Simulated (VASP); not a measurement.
## A vacancy on the Pb site in Pt3Pb

How easily does a vacancy on the Pb site form in Pt3Pb? The host is relaxed first, then a supercell is run with and without the defect. The start is a cell from a database of measured crystal structures.

Method: PBEsol; plane waves and PAW (Pb, Pt), in the first sound run; inputs show where later runs differ, in VASP 6.6.1.

## Step 1: The host crystal

The structure is cubic, space group Pm-3m (No. 221). The conventional cell has a = 4.058 Å, b = 4.058 Å, c = 4.058 Å, α = 90.00°, β = 90.00°, γ = 90.00°. Nearest to Pb lie 12 Pt at 2.87 Å. Nearest to Pt lie 8 Pt at 2.87 Å and 4 Pb at 2.87 Å. Farther neighbours are not listed.

Coordinates:

```xyz
4
Lattice="4.0580 0.0000 0.0000 0.0000 4.0580 0.0000 0.0000 0.0000 4.0580" Properties=species:S:1:pos:R:3 pbc="T T T"
Pb    0.0000    0.0000    0.0000
Pt    2.0290    2.0290    0.0000
Pt    2.0290    0.0000    2.0290
Pt    0.0000    2.0290    2.0290
```

## Step 2: The host at zero pressure

The later steps need the crystal at this functional's own lattice; a raised cutoff keeps the stress reliable while the cell changes.

File INCAR:

```
SYSTEM = Pt3Pb
PREC = Accurate
ENCUT = 350
EDIFF = 1E-06
NELM = 120
ISMEAR = 0
SIGMA = 0.05
LREAL = .FALSE.
ALGO = Normal
GGA = PS
NBANDS = 23
LORBIT = 11
LWAVE = .FALSE.
LCHARG = .FALSE.
KPAR = 4
IBRION = 2
NSW = 40
ISIF = 3
EDIFFG = -0.02
POTIM = 0.4
```

File POSCAR:

```
Pt3Pb
1.0
    4.0580000000      0.0000000000      0.0000000000
    0.0000000000      4.0580000000      0.0000000000
    0.0000000000      0.0000000000      4.0580000000
Pb Pt
1 3
Direct
    0.0000000000      0.0000000000      0.0000000000
    0.5000000000      0.5000000000      0.0000000000
    0.5000000000      0.0000000000      0.5000000000
    0.0000000000      0.5000000000      0.5000000000
```

File KPOINTS:

```
Automatic mesh
0
Gamma
5 5 5
0 0 0
```

PAW data sets: Pb and Pt (PBE family, release 64).

Launch:

```
$ mpirun -np 4 vasp_std
```

Output:

```text
[banner, memory and clock lines left out]
running    4 mpi-ranks, on    1 nodes
 distrk:  each k-point on    1 cores,    4 groups
 distr:  one band on    1 cores,    1 groups

 POSCAR found type information on POSCAR PbPt
 POSCAR found :  2 types and       4 ions
|                                                                             |
|               ----> ADVICE to this user running VASP <----                  |
|                                                                             |
|     You enforced a specific xc type in the INCAR file but a different       |
|     [... a line on the potential file left out ...]
|     I HOPE YOU KNOW WHAT YOU ARE DOING!                                     |
|                                                                             |

 LDA part: xc-table for (Slater+PW92), standard interpolation
 POSCAR, INCAR and KPOINTS ok, starting setup
 FFT: planning ... GRIDC
 FFT: planning ... GRID_SOFT
 FFT: planning ... GRID
 WAVECAR not read
 entering main loop
       N       E                     dE             d eps       ncg     rms          rms(c)
DAV:   1     0.139295837958E+03    0.13930E+03   -0.12738E+04   460   0.989E+02
DAV:   2    -0.223651261926E+02   -0.16166E+03   -0.15007E+03   544   0.227E+02
DAV:   3    -0.262784932799E+02   -0.39134E+01   -0.38645E+01   558   0.364E+01
DAV:   4    -0.263107198100E+02   -0.32227E-01   -0.32222E-01   495   0.365E+00
DAV:   5    -0.263112052033E+02   -0.48539E-03   -0.48539E-03   551   0.446E-01    0.205E+01
DAV:   6    -0.254375693332E+02    0.87364E+00   -0.21527E+00   481   0.108E+01    0.106E+01
DAV:   7    -0.253078415046E+02    0.12973E+00   -0.10108E-01   467   0.196E+00    0.410E+00
DAV:   8    -0.252889203750E+02    0.18921E-01   -0.35257E-02   496   0.755E-01    0.716E-01
DAV:   9    -0.252886303671E+02    0.29001E-03   -0.12509E-03   523   0.187E-01    0.481E-01
DAV:  10    -0.252885589683E+02    0.71399E-04   -0.69132E-04   496   0.154E-01    0.499E-02
DAV:  11    -0.252885581953E+02    0.77301E-06   -0.32820E-05   516   0.284E-02    0.427E-02
DAV:  12    -0.252885580544E+02    0.14096E-06   -0.10728E-06   375   0.744E-03
   1 F= -.25288558E+02 E0= -.25287335E+02  d E =-.252886E+02
 curvature:   0.00 expect dE= 0.000E+00 dE for cont linesearch  0.000E+00
 trial: gam= 0.00000 g(F)=  0.000E+00 g(S)=  0.753E-03 ort = 0.000E+00 (trialstep = 0.100E+01)
 search vector abs. value=  0.753E-03
 bond charge predicted
       N       E                     dE             d eps       ncg     rms          rms(c)
DAV:   1    -0.252951829937E+02   -0.66248E-02   -0.12983E-01   460   0.284E+00    0.569E-01
DAV:   2    -0.252885062696E+02    0.66767E-02   -0.19968E-02   460   0.108E+00    0.174E-01
DAV:   3    -0.252883575199E+02    0.14875E-03   -0.54457E-04   460   0.140E-01    0.119E-01
DAV:   4    -0.252883185596E+02    0.38960E-04   -0.86292E-05   490   0.416E-02    0.417E-02
DAV:   5    -0.252883191514E+02   -0.59179E-06   -0.20287E-05   495   0.206E-02    0.252E-02
DAV:   6    -0.252883197388E+02   -0.58740E-06   -0.15422E-06   347   0.770E-03
   2 F= -.25288320E+02 E0= -.25287094E+02  d E =0.238316E-03
 trial-energy change:    0.000238  1 .order    0.000205   -0.000753    0.001164
 step:   0.3689(harm=  0.3929)  dis= 0.00000  next Energy=   -25.288695 (dE=-0.137E-03)
 bond charge predicted
       N       E                     dE             d eps       ncg     rms          rms(c)
DAV:   1    -0.252914111409E+02   -0.30920E-02   -0.51743E-02   460   0.179E+00    0.363E-01
DAV:   2    -0.252887578396E+02    0.26533E-02   -0.79374E-03   460   0.679E-01    0.106E-01
DAV:   3    -0.252887022632E+02    0.55576E-04   -0.21695E-04   460   0.886E-02    0.722E-02
DAV:   4    -0.252886915669E+02    0.10696E-04   -0.34722E-05   490   0.264E-02    0.248E-02
DAV:   5    -0.252886944168E+02   -0.28498E-05   -0.76948E-06   495   0.127E-02    0.158E-02
DAV:   6    -0.252886953135E+02   -0.89670E-06   -0.59649E-07   237   0.479E-03
   3 F= -.25288695E+02 E0= -.25287471E+02  d E =-.137259E-03
 curvature:  -0.20 expect dE=-0.338E-07 dE for cont linesearch -0.338E-07
 trial: gam=-0.01489 g(F)=  0.160E-66 g(S)=  0.172E-06 ort = 0.114E-04 (trialstep = 0.874E+00)
 search vector abs. value=  0.139E-09
 reached required accuracy - stopping structural energy minimisation
```

The job ended after 6.2 s (4 MPI ranks of Intel Xeon Platinum 8488C (Sapphire Rapids), shared host; peak memory 0.64 GiB).

The logs omit lines about the potential files and the build; timing stands in the text.

OUTCAR, selected parts (step 2):

```text
ion  position               nearest neighbor table
   1  0.000  0.000  0.000-   2 2.87   3 2.87   4 2.87   3 2.87   4 2.87   2 2.87   4 2.87   4 2.87
                             2 2.87   3 2.87   3 2.87   2 2.87
   2  0.500  0.500  0.000-   1 2.87   3 2.87   4 2.87   3 2.87   4 2.87   1 2.87   3 2.87   3 2.87
                             1 2.87   4 2.87   4 2.87   1 2.87
   3  0.500  0.000  0.500-   1 2.87   2 2.87   4 2.87   1 2.87   2 2.87   2 2.87   4 2.87   2 2.87
                             1 2.87   4 2.87   1 2.87   4 2.87
   4  0.000  0.500  0.500-   1 2.87   2 2.87   3 2.87   1 2.87   2 2.87   1 2.87   3 2.87   1 2.87
                             2 2.87   3 2.87   2 2.87   3 2.87

  LATTYP: Found a simple cubic cell.
 ALAT       =     4.0580000000

 Subroutine GETGRP returns: Found 48 space group operations
 (whereof 48 operations were pure point group operations)

The static configuration has the point symmetry O_h .

 Found     10 irreducible k-points:

   k-points           NKPTS =     10   k-points in BZ     NKDIM =     10   number of bands    NBANDS=     23

   dimension x,y,z NGX =    28 NGY =   28 NGZ =   28
   dimension x,y,z NGXF=    56 NGYF=   56 NGZF=   56

   ENCUT  =  350.0 eV  25.72 Ry    5.07 a.u.   6.19  6.19  6.19*2*pi/ulx,y,z

   NELECT =      34.0000    total number of electrons

 k-points in reciprocal lattice and weights: Automatic mesh
   0.00000000  0.00000000  0.00000000       0.008
   0.20000000  0.00000000  0.00000000       0.048
   0.40000000  0.00000000  0.00000000       0.048
   0.20000000  0.20000000  0.00000000       0.096
   0.40000000  0.20000000  0.00000000       0.192
   0.40000000  0.40000000  0.00000000       0.096
   0.20000000  0.20000000  0.20000000       0.064
   0.40000000  0.20000000  0.20000000       0.192
   0.40000000  0.40000000  0.20000000       0.192
   0.40000000  0.40000000  0.40000000       0.064

 average (electrostatic) potential at core
       1 -37.2575       2 -63.5834       3 -63.5834       4 -63.5834

 E-fermi :  10.0870

 k-point     1 :       0.0000    0.0000    0.0000
  band No.  band energies     occupation
    ...
     12       8.9552      2.00000
     13       9.1254      2.00000
     14       9.1254      2.00000
     15       9.1254      2.00000
     16       9.7246      2.00000
     17      10.2071      0.00069
     18      10.2071      0.00069
     19      10.2071      0.00069
     20      11.7639      0.00000
     21      16.2129      0.00000
    ...

 k-point     2 :       0.2000    0.0000    0.0000
  band No.  band energies     occupation
    ...
     12       8.7119      2.00000
     13       8.8498      2.00000
     14       8.8498      2.00000
     15       8.8916      2.00000
     16       9.3469      2.00000
     17      10.2085      0.00059
     18      11.3242      0.00000
     19      11.3242      0.00000
     20      12.2909      0.00000
     21      16.0135      0.00000
    ...

 k-point     3 :       0.4000    0.0000    0.0000
  band No.  band energies     occupation
    ...
     12       7.8710      2.00000
     13       7.9538      2.00000
     14       7.9538      2.00000
     15       8.1391      2.00000
     16       9.0449      2.00000
     17      10.2101      0.00050
     18      11.4247      0.00000
     19      13.5422      0.00000
     20      13.5422      0.00000
     21      15.6806      0.00000
    ...

  Total        0.0024388      0.0024388      0.0024388      0.0000000      0.0000000     -0.0000000
  in kB        0.0583710      0.0583710      0.0583710      0.0000000      0.0000000     -0.0000000
  external PRESSURE =       0.0583710 kB  Pullay stress =       0.0000000 kB

  energy-cutoff  :      350.00
  volume of cell :       66.94
      direct lattice vectors                 reciprocal lattice vectors
     4.060330263 -0.000000000 -0.000000000     0.246285385  0.000000000 -0.000000000
    -0.000000000  4.060330263 -0.000000000     0.000000000  0.246285385 -0.000000000
     0.000000000  0.000000000  4.060330263     0.000000000  0.000000000  0.246285385

 POSITION                                       TOTAL-FORCE (eV/Angst)
 -----------------------------------------------------------------------------------
      0.00000      0.00000      0.00000        -0.000000     -0.000000      0.000000
      2.03017      2.03017     -0.00000        -0.000000     -0.000000      0.000000
      2.03017      0.00000      2.03017         0.000000      0.000000      0.000000
      0.00000      2.03017      2.03017        -0.000000      0.000000      0.000000
 -----------------------------------------------------------------------------------
    total drift:                                0.000000      0.000000      0.000000

  FREE ENERGIE OF THE ION-ELECTRON SYSTEM (eV)
  ---------------------------------------------------
  free  energy   TOTEN  =       -25.2886953135 eV

  energy  without entropy=      -25.2862472183  energy(sigma->0) =      -25.28747127

 reached required accuracy - stopping structural energy minimisation

 total charge
# of ion       s       p       d       tot
------------------------------------------
    1        1.569   1.840   0.394   3.804
    2        0.586   0.501   8.177   9.264
    3        0.586   0.501   8.177   9.264
    4        0.586   0.501   8.177   9.264
--------------------------------------------------
tot          3.328   3.344  24.924  31.596

[... 3 further parts left out ...]
```

The k-mesh is coarse for a metal. The PAW data sets were made with PBE, which is usual practice but a small mismatch for other functionals. The data set Pb keeps the semicore shell frozen, which is cheaper and a little less accurate. The run keeps the 48 symmetry operations of its start, so it cannot find a distortion of lower symmetry.

Little changed from the start: no atom moved by 0.005 Å and no cell edge by 0.1 %.

Numbers from this step:

```
electronic cycles                               : 24
electrons                                       : 34
free energy (TOTEN)                             : -25.29 eV
energy at zero smearing                         : -25.29 eV
Fermi energy                                    : 10.09 eV
labelled metallic, from the levels on this mesh : yes
```

The run ended after 3 ionic steps, 0.000 eV below its first step, once forces and stress met EDIFFG = -0.02.

(Part 1 of 4 ends here.)

[Lines on the potential files, build, host, timing and source positions are cut from VASP's logs without a mark.]

[Logs are printed without paths, hosts, clocks, repeated set-up lines and the standing remarks that a program may print on its own settings, such as how far it seeks lower states.]

[Hosts, paths, dates, database ids (printed as entryN), source tags and the programs' standing remarks are cut or masked in the printed files.]

[In band tables of VASP the shares of atoms and orbitals are scaled to a sum of 1 inside the atoms' spheres.]

[Runs that stopped without an error message from VASP are left out.]
